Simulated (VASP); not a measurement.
Here is the system:

```yaml
crystal:
  lattice:
    - [4.19090, 0.00000, 0.00000]
    - [0.00000, 5.23599, 0.00000]
    - [0.00000, 0.00000, 4.46139]
  atoms:
    - { symbol: Ni, position: [0.50000, 0.74815, 0.83105] }
    - { symbol: Ni, position: [0.50000, 0.25185, 0.83105] }
    - { symbol: Ni, position: [0.00000, 0.75185, 0.16895] }
    - { symbol: Ni, position: [0.00000, 0.24815, 0.16895] }
    - { symbol: Ni, position: [0.00000, 0.50000, 0.69570] }
    - { symbol: Ni, position: [0.50000, 0.00000, 0.30430] }
    - { symbol: Sn, position: [0.50000, 0.50000, 0.32969] }
    - { symbol: Sn, position: [0.00000, 0.00000, 0.67031] }
```

Calculation: PBEsol GGA, VASP's PBE PAW potentials (set 64) (plane waves; VASP). Numerical set-up: 300 eV cut-off, 4×3×4 Γ-centred mesh, Gaussian smearing of 0.27 eV, potentials Ni Sn_d.

At this cut-off the stress carries a Pulay error, which pulls relaxed volumes low. Unless said otherwise, spin-orbit coupling is left out, though it shifts the bands of the heavy elements here.

Task: Predict the energy per atom (σ→0), pressure, band gap (on the k-mesh) with the smallest direct gap where there is one.

Result: 
The band gap (on the k-mesh) is none (metal, semimetal or under 0.01 eV) and the energy per atom (σ→0) is -5.894 eV/atom. The pressure comes out as 2.76 GPa.

Only differences to runs with the same potentials and settings are physical.

The structure comes from a computed database's Ni3Sn entry; how it stands against other phases isn't given here. The cell was not relaxed at this level. The k-mesh is coarse (spacing up to 0.40 per Å, 2π included), so the numbers may not be converged in it. The run is not spin-polarised, so no magnetic state was tried.
